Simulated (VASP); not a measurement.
A convergence study with VASP on Ge (diamond): one setting is varied, all else stays as given below, so the limit is that of these other settings. Each run relaxes cell and ions from the cell shown. The basis is that of the starting cell, so low cut-offs carry a Pulay error.

```
Ge
1.0
    0.00000     2.82900     2.82900
    2.82900     0.00000     2.82900
    2.82900     2.82900     0.00000
Ge
2
Cartesian
  0.00000   0.00000   0.00000
  1.41450   1.41450   1.41450
```

Computed with PBEsol GGA, VASP's PBE PAW potentials (set 64) (plane waves; VASP 6.6.1). The tightest run used: 700 eV cut-off, 7×7×7 Γ-centred mesh, Gaussian smearing of 0.050 eV, potentials Ge_d.

| setting | relaxed volume (Å³/atom) | E (eV/atom) | plane waves |
|---|---|---|---|
| ENCUT = 250 | 20.441 | -4.9692 | 418 |
| ENCUT = 300 | 22.420 | -4.9247 | 547 |
| ENCUT = 350 | 22.838 | -4.9270 | 683 |
| ENCUT = 400 | 22.733 | -4.9255 | 869 |
| ENCUT = 450 | 22.765 | -4.9253 | 998 |

Question: These are the cheaper rows. Estimate the results at ENCUT = 700, and how far the last row shown lies from them.

Answer: 
| quantity | tightest run | last row shown is off by |
|---|---|---|
| relaxed volume (Å³/atom) | 22.832 | -0.066 |
| E (eV/atom) | -4.9261 | 0.0007 |

Left out are rungs that failed or repeat a setting and relaxations that didn't move; long series are thinned to 24 rows.

The compound is Ge in the diamond structure.
